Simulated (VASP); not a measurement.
Computed with rev-vdW-DF2, VASP's PBE PAW potentials (set 64) (plane waves; VASP 6.6.1).

A VASP calculation is set up with these files.

INCAR:
```
AGGAC  =  0.0
ALGO  =  Normal
EDIFF  =  1E-6
EDIFFG  =  -0.01
ENCUT  =  520
GGA  =  MK
IBRION  =  2
ISIF  =  3
ISMEAR  =  1
ISPIN  =  2
LASPH  =  .TRUE.
LCHARG  =  .FALSE.
LMAXMIX  =  4
LORBIT  =  10
LREAL  =  .FALSE.
LUSE_VDW  =  .TRUE.
LWAVE  =  .FALSE.
MAGMOM  =  0.6
NELM  =  100
NSW  =  60
PARAM1  =  0.1234568
PARAM2  =  0.7114
PREC  =  Accurate
SIGMA  =  0.1
SYSTEM  =  Ni
ZAB_VDW  =  -1.8867
```

### KPOINTS
```
Automatic mesh
0
Gamma
16 16 16
0 0 0
```

### POSCAR
```
Ni
1
    0.0000000000     1.7448340916     1.7448340916
    1.7448340916    -0.0000000000     1.7448340916
    1.7448340916     1.7448340916     0.0000000000
Ni
1
Direct
  0.0000000000   0.0000000000   0.0000000000
```

POTCAR, in this order: Ni (PBE.64 set). Program: vasp_std.

Output of the run:

### OUTCAR
```
 ion  position               nearest neighbor table
   1  0.000  0.000  0.000-
  LATTYP: Found a face centered cubic cell.
 ALAT       =     3.4896681832
 Subroutine PRICEL returns:
 Original cell was already a primitive cell.
 Subroutine GETGRP returns: Found 48 space group operations
The static configuration has the point symmetry O_h .
The dynamic configuration has the point symmetry O_h .
The overall configuration has the point symmetry O_h .
 Subroutine INISYM returns: Found 48 space group operations
 Subroutine IBZKPT returns following result:
 Found    145 irreducible k-points:

 Following reciprocal coordinates:
            Coordinates               Weight
  0.000000  0.000000  0.000000      1.000000
  0.062500  0.000000  0.000000      8.000000
  0.125000  0.000000  0.000000      8.000000
  0.187500  0.000000  0.000000      8.000000
  0.250000  0.000000  0.000000      8.000000
  0.312500  0.000000  0.000000      8.000000
  0.375000  0.000000  0.000000      8.000000
  0.437500  0.000000  0.000000      8.000000
  0.500000  0.000000  0.000000      4.000000
  0.062500  0.062500  0.000000      6.000000
  0.125000  0.062500  0.000000     24.000000
  0.187500  0.062500  0.000000     24.000000
  0.250000  0.062500  0.000000     24.000000
  0.312500  0.062500  0.000000     24.000000
  0.375000  0.062500  0.000000     24.000000
  0.437500  0.062500  0.000000     24.000000
  0.500000  0.062500  0.000000     24.000000
 -0.437500  0.062500  0.000000     24.000000
 -0.375000  0.062500  0.000000     24.000000
 -0.312500  0.062500  0.000000     24.000000
 -0.250000  0.062500  0.000000     24.000000
 -0.187500  0.062500  0.000000     24.000000
 -0.125000  0.062500  0.000000     24.000000
 -0.062500  0.062500  0.000000     12.000000
...
```

**OSZICAR**
```
       N       E                     dE             d eps       ncg     rms          rms(c)
DAV:   1     0.251639197249E+02    0.25164E+02   -0.48166E+03  5308   0.143E+03
DAV:   2    -0.373260087162E+01   -0.28897E+02   -0.27991E+02  5286   0.167E+02
DAV:   3    -0.416345107638E+01   -0.43085E+00   -0.42739E+00  6062   0.268E+01
DAV:   4    -0.416775724719E+01   -0.43062E-02   -0.43057E-02  5958   0.233E+00
DAV:   5    -0.416786528230E+01   -0.10804E-03   -0.10803E-03  6081   0.331E-01    0.100E+01
DAV:   6    -0.348295477912E+01    0.68491E+00   -0.16358E+01  5466   0.660E+01    0.567E+00
DAV:   7    -0.317417115594E+01    0.30878E+00   -0.26794E+00  5507   0.253E+01    0.192E+00
DAV:   8    -0.315731562551E+01    0.16856E-01   -0.21214E-02  7432   0.170E+00    0.907E-01
DAV:   9    -0.315502905155E+01    0.22866E-02   -0.14849E-03  7686   0.382E-01    0.253E-01
DAV:  10    -0.315447518547E+01    0.55387E-03   -0.58306E-04  7083   0.206E-01    0.279E-02
DAV:  11    -0.315447383174E+01    0.13537E-05   -0.22410E-05  6803   0.575E-02    0.303E-02
DAV:  12    -0.315447535461E+01   -0.15229E-05   -0.10796E-06  3128   0.135E-02    0.717E-03
DAV:  13    -0.315447556136E+01   -0.20675E-06   -0.43036E-07  2701   0.844E-03
   1 F= -.31544756E+01 E0= -.31545389E+01  d E =-.315448E+01  mag=     0.5819
```

### OUTCAR
```
------------------------ aborting loop because EDIFF is reached ----------------------------------------
  FORCE on cell =-STRESS in cart. coord.  units (eV):
  Direction    XX          YY          ZZ          XY          YZ          ZX
  --------------------------------------------------------------------------------------
  Total       -0.0008540     -0.0008540     -0.0008540      0.0000000      0.0000000      0.0000000
  in kB       -0.1287937     -0.1287937     -0.1287937      0.0000000      0.0000000      0.0000000
  external PRESSURE =      -0.1287937 kB  Pullay stress =       0.0000000 kB
  volume of cell :       10.62
      direct lattice vectors                 reciprocal lattice vectors
     0.000000000  1.744834092  1.744834092    -0.286560196  0.286560196  0.286560196
     1.744834092  0.000000000  1.744834092     0.286560196 -0.286560196  0.286560196
     1.744834092  1.744834092  0.000000000     0.286560196  0.286560196 -0.286560196
 POSITION                                       TOTAL-FORCE (eV/Angst)
 -----------------------------------------------------------------------------------
      0.00000      0.00000      0.00000         0.000000     -0.000000      0.000000
 -----------------------------------------------------------------------------------
    total drift:                                0.000000     -0.000000      0.000000
  FREE ENERGIE OF THE ION-ELECTRON SYSTEM (eV)
  ---------------------------------------------------
  free  energy   TOTEN  =        -3.1544755614 eV

  energy  without entropy=       -3.1546657025  energy(sigma->0) =       -3.15453894

 total charge

# of ion       s       p       d       tot
------------------------------------------
    1        0.508   0.515   8.345   9.369

 magnetization (x)

# of ion       s       p       d       tot
------------------------------------------
    1       -0.007  -0.022   0.618   0.588

 reached required accuracy - stopping structural energy minimisation
```
(Selected blocks of OUTCAR.)

The compound is Ni in the fcc structure. It was relaxed first. The start is the result of an earlier pass.
